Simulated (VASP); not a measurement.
Write the native input for VASP 6.6.1 that does the following.

| Quantity | Value |
| --- | --- |
| Task | single point |
| Functional | PBE |
| Potentials or basis | VASP PAW PBE potentials, release 64 (Si, Pb_d) |
| Cutoff | 520 eV |
| k mesh | 6 × 6 × 6 |
| Occupations | gaussian, width 0.05 eV |
| Spin | no spin polarisation |
| Dipole correction | no |
| Further INCAR settings | ALGO = Fast; EDIFF = 1e-07; NBANDS = 16 |

The structure of SiPb lies in POSCAR:

```
SiPb
1.0
    0.0000000000      2.8994530519      2.8994530519
    2.8994530519      0.0000000000      2.8994530519
    2.8994530519      2.8994530519      0.0000000000
Si Pb
1 1
Direct
    0.0000000000      0.0000000000      0.0000000000
    0.2500000000      0.2500000000      0.2500000000
```

The cell comes from a database or a generator and needn't be the stable form of this composition.

The input as run:

INCAR

```
SYSTEM = SiPb
PREC = Accurate
ENCUT = 520
EDIFF = 1E-7
ISMEAR = 0
SIGMA = 0.05
LREAL = .FALSE.
LASPH = .TRUE.
NELM = 100
ALGO = Fast
ISIF = 2
LWAVE = .FALSE.
LCHARG = .FALSE.
GGA = PE
NBANDS = 16
```

KPOINTS

```
regular mesh
0
G
  6 6 6
  0 0 0
```

Potentials or basis: VASP PAW PBE potentials, release 64 (Si, Pb_d).

Run with:

```bash
$ cat potpaw_PBE.64/Si/POTCAR potpaw_PBE.64/Pb_d/POTCAR > POTCAR
$ mpirun -np 1 vasp_std > vasp.out
```

Results of the run:

- Pressure: 17.2 GPa
- Band gap on the k mesh: 0.03 eV, indirect (least direct gap 0.09 eV)

Caveat: so large a pressure means that the cell lies far from this level's equilibrium, or that cutoff or potentials fall short; spin-orbit coupling is left out, which as a rule narrows the gap of such compounds by several tenths of an eV.

Run time: 22 s on 1 thread of Intel(R) Xeon(R) Platinum 8175M CPU @ 2.50GHz (Skylake/Cascade Lake), with other jobs on the host, peak memory 0.16 GiB.
